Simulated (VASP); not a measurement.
A convergence study with VASP on Fe (bcc): one setting is varied, all else stays as given below, so the limit is that of these other settings.

```yaml
crystal:
  lattice:
    - [-1.43500, 1.43500, 1.43500]
    - [1.43500, -1.43500, 1.43500]
    - [1.43500, 1.43500, -1.43500]
  atoms:
    - { symbol: Fe, position: [0.00000, 0.00000, 0.00000], spin: 2.5 }
```

All values below come from PBE GGA, VASP's PBE PAW potentials (set 64) (plane waves; VASP 6.6.1). The tightest run used: 550 eV cut-off, 28×28×28 Γ-centred mesh, tetrahedra with Blöchl corrections, potentials Fe.

| setting | E (eV/atom) | pressure (GPa) | moment (μB) | irreducible k-points |
|---|---|---|---|---|
| 3×3×3 mesh | -8.4133 | -5.65 | 2.325 | 4 |
| 4×4×4 mesh | -8.2156 | -6.98 | 2.190 | 8 |
| 5×5×5 mesh | -8.1926 | -7.58 | 2.183 | 10 |
| 6×6×6 mesh | -8.2516 | -7.19 | 2.230 | 16 |

Question: These are the cheaper rows. Estimate the results at 28×28×28 mesh, and how far the last row shown lies from them.

Answer: 
```tsv
quantity	tightest run	last row shown is off by
E (eV/atom)	-8.2312	-0.0204
pressure (GPa)	-7.13	-0.07
moment (μB)	2.249	-0.019
```

Left out are rungs that failed or repeat a setting and relaxations that didn't move; long series are thinned to 24 rows.

The compound is Fe in the bcc structure. The cell was not relaxed at this level. The spin order is the one that the start imposed; others were not tried in this run.
